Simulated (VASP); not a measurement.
Consider the following.

```
WS2
1.0
    1.53777    -2.66350     0.00000
    1.53777     2.66350     0.00000
    0.00000     0.00000    11.40682
W S
2 4
Direct
  0.33333   0.66667   0.25000
  0.66667   0.33333   0.75000
  0.33333   0.66667   0.88838
  0.66667   0.33333   0.38838
  0.66667   0.33333   0.11162
  0.33333   0.66667   0.61162
```

Calculation: PBEsol GGA, VASP's PBE PAW potentials (set 64) (plane waves; VASP 6.6.1). Run with 500 eV cut-off, 8×8×2 Γ-centred mesh, Gaussian smearing of 0.050 eV, potentials W_sv S.

Energy and stress use the plane-wave basis of the starting cell. Without a dispersion term in the relaxation, distances and binding between the weakly bound layers, chains or molecules are unreliable, and so is what depends on them.

Problem. The ions, cell shape and volume at an external pressure of 20.0 GPa are relaxed. Predict the relaxed structure.

Solution. 
```
WS2
1.0
    1.51053    -2.61631     0.00000
    1.51053     2.61631     0.00000
    0.00000     0.00000    11.05032
W S
2 4
Cartesian
  1.51053   0.87211   2.76258
  1.51053  -0.87211   8.28774
  1.51053   0.87211   9.87167
  1.51053  -0.87211   4.34651
  1.51053  -0.87211   1.17864
  1.51053   0.87211   6.70380
```
Space group P6_3/mmc (194), at a tolerance of 0.03 Å.

Problem. How do energy and volume change from the first to the last step?

Solution. The energy (σ→0) changes by +93.2 meV/atom and the volume by -6.5 %, in 10 ionic steps.

The compound is WS2 in the 2H layered structure. This run relaxes it under an external pressure of 20 GPa. Symmetry was kept, so distortions that lower it aren't found.
